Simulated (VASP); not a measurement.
Here is the system:

```yaml
crystal:
  lattice:
    - [0.00000, 3.04994, 3.04994]
    - [3.04994, 0.00000, 3.04994]
    - [3.04994, 3.04994, 0.00000]
  atoms:
    - { symbol: Pb, position: [0.00000, 0.00000, 0.00000] }
    - { symbol: Se, position: [0.50000, 0.50000, 0.50000] }
```

Level of theory: PBEsol GGA, VASP's PBE PAW potentials (set 64) (plane waves; VASP). Run with 500 eV cut-off, 8×8×8 Γ-centred mesh, Gaussian smearing of 0.050 eV, potentials Pb_d Se.

Unless said otherwise, spin-orbit coupling is left out, though it shifts the bands of the heavy elements here.

Problem. Predict the energy per atom (σ→0), band gap (on the k-mesh) with the smallest direct gap where there is one.

Solution. 
- band gap (on the k-mesh) = 0.17 eV
- smallest direct gap (on the k-mesh) = 0.17 eV
- energy per atom (σ→0) = -4.459 eV/atom

The compound is PbSe in the rock salt structure. It was relaxed first.
